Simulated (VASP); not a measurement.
Co:

```
Co
1.0
     2.45267    0.00000    0.00000
    -1.22634    2.12408    0.00000
     0.00000    0.00000    3.96075
Co
2
Direct
  0.33333 0.66667 0.25000
  0.66667 0.33333 0.75000
```

Base run:

```yaml
Program: VASP 6.6.1
Functional: PBEsol
Potentials_or_basis: VASP PAW PBE potentials, release 64 (Co)
Cutoff: 520 eV
k_mesh: 21 × 21 × 10
Occupations: gaussian, width 0.5 eV
Spin: collinear spin, ferromagnetic start
Starting_moments: "[2.0, 2.0] μB"
```

Its results: band gap on the k mesh none (metal or under the smearing width); pressure 0.3 GPa; net moment 2.93 μB per cell; site moments Co +1.47 μB.

**Question.** After a change of settings the same cell gave: band gap on the k mesh none (metal or under the smearing width); pressure 6.9 GPa; net moment 3.43 μB per cell; site moments Co +1.76 μB. Which change was it?
A. functional from PBEsol to r2SCAN; occupations from gaussian, width 0.5 eV to gaussian, width 0.1 eV
B. k mesh from 21 × 21 × 10 to 30 × 30 × 16; occupations from gaussian, width 0.5 eV to gaussian, width 0.1 eV
C. cutoff from 520 eV to 900 eV; occupations from gaussian, width 0.5 eV to gaussian, width 0.1 eV

**Answer.** A.

Caveats: the PAW data sets were made with another functional, which shifts forces and pressure a little.
